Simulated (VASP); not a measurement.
Write the native input for VASP 6.6.1 that does the following.

```
Task                   : single point
Functional             : PBE
Potentials or basis    : VASP PAW PBE potentials, release 64 (Na_pv, La, Mn_pv, Mo_sv, O)
Cutoff                 : 520 eV
k mesh                 : 6 × 6 × 5
Occupations            : fermi-dirac, width 0.05 eV
Spin                   : collinear spin, ferromagnetic start
Starting moments       : [0.0, 0.0, 4.0, 1.0, 0.0, 0.0, 0.0, 0.0, 0.0, 0.0] μB
Further INCAR settings : ALGO = Normal; EDIFF = 1e-07; NBANDS = 56
```

The structure of NaLaMnMoO6 lies in POSCAR:

```
NaLaMnMoO6
1.0
    5.1093400000     -0.0066900000      0.0105600000
   -0.2394500000      5.6892500000      0.0070300000
   -0.9289900000     -2.8254200000      5.1188400000
Na La Mn Mo O
1 1 1 1 6
Direct
    0.4088280000      0.3831370000      0.0686540000
    0.0302310000      0.6623760000      0.6898870000
    0.4361970000      0.0419110000      0.4028500000
    0.9065900000      0.9661080000      0.3100370000
    0.7373450000      0.6935800000      0.9920210000
    0.7200830000      0.9197370000      0.5570400000
    0.6975720000      0.2722410000      0.3745390000
    0.1844350000      0.7510320000      0.3593330000
    0.1821430000      0.0366040000      0.1197860000
    0.2087390000      0.2775490000      0.6319710000
```

The cell was built by a generator and needn't be a form met in nature.

The cell isn't the ideal one: atoms moved at random, drawn with an rms of 0.05 Å.

One way to write it, as run:

INCAR

```
SYSTEM = NaLaMnMoO6
  PREC = Accurate
  ENCUT = 520
  EDIFF = 1E-7
  ISMEAR = -1
  SIGMA = 0.05
  LREAL = .False.
  LASPH = .True.
  NELM = 150
  ALGO = Normal
  ISIF = 2
  LWAVE = .False.
  LCHARG = .False.
  ISPIN = 2
  MAGMOM = 0 0 4 1 0 0 0 0 0 0
  LORBIT = 11
  LMAXMIX = 6
  GGA = PE
  NBANDS = 56
  KPAR = 4
```

KPOINTS

```
Automatic mesh
0
Gamma
  6 6 5
  0 0 0
```

Potentials or basis: VASP PAW PBE potentials, release 64 (Na_pv, La, Mn_pv, Mo_sv, O).

The run is started by

```console
$ cat potpaw_PBE.64/Na_pv/POTCAR potpaw_PBE.64/La/POTCAR potpaw_PBE.64/Mn_pv/POTCAR potpaw_PBE.64/Mo_sv/POTCAR potpaw_PBE.64/O/POTCAR > POTCAR
$ mpirun -np 4 vasp_std > vasp.out
```

It gave:

| Item | Value |
| --- | --- |
| Pressure | -0.1 GPa |
| Largest force | 1.067 eV/Å |
| Band gap on the k mesh | 0.67 eV, indirect (least direct gap 0.95 eV) |
| Net moment | 3.00 μB per cell |
| Site moments | Na +0.00; La +0.02; Mn +3.04; Mo -0.31; O +0.02, -0.00, +0.01, +0.07 μB |
| Valence electrons inside the program's atomic spheres | Na 6.02; La 8.56; Mn 11.70; Mo 12.40; O 4.99, 5.00, 5.01, 5.03, 5.02 |

Caveat: spin-orbit coupling is left out, which moves the levels of the heavy elements; an odd mesh through Γ misses points on the zone boundary, where band edges often lie; a cell with one magnetic atom can't hold antiferromagnetic order, which such compounds often take.

Run time: 10 min on 4 MPI ranks on Intel(R) Xeon(R) Platinum 8488C (Sapphire Rapids), with other jobs on the host, peak memory 1.2 GiB a rank.
